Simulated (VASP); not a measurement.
Input:

```
CELL_PARAMETERS angstrom
      2.24585     1.29664     7.29483
     -2.24585     1.29664     7.29483
      0.00000    -2.59329     7.29483
ATOMIC_POSITIONS crystal
  Al 0.00063 0.00063 0.00063
  In 0.49958 0.49958 0.49958
  Sb 0.87907 0.87907 0.87907
  Sb 0.37071 0.37071 0.37071
```

The numbers are results of PBEsol GGA, VASP's PBE PAW potentials (set 64) (plane waves; VASP), not measurements. Settings: 400 eV cut-off, Gaussian smearing of 0.050 eV, potentials Al In_d Sb.

Unless said otherwise, spin-orbit coupling is left out, though it shifts the bands of the heavy elements here.

### Question
Give the energies of bands 8 to 16 at the high-symmetry points, in eV from the valence-band maximum.

### Answer

```csv
band,Γ,T,H2,L,S0,F
8,-5.58,-3.76,-5.63,-5.40,-5.63,-5.81
9,-1.15,-3.29,-5.34,-5.19,-5.34,-5.51
10,-1.15,-0.97,-3.28,-2.78,-3.38,-2.35
11,-0.15,-0.97,-3.05,-2.72,-2.99,-2.27
12,0.00,-0.37,-1.90,-1.98,-2.00,-1.01
13,0.00,-0.37,-1.75,-1.57,-1.72,-0.98
14,0.42,0.87,1.76,1.40,1.64,0.67
15,0.79,1.35,2.14,2.02,2.85,1.14
16,2.84,3.31,4.35,3.81,3.42,1.29
```

The gap is direct, 0.42 eV, from the valence maximum at Γ to the conduction minimum at Γ.

The structure comes from a computed database's AlInSb2 entry (R3m); how it stands against other phases isn't given here. It was relaxed first.
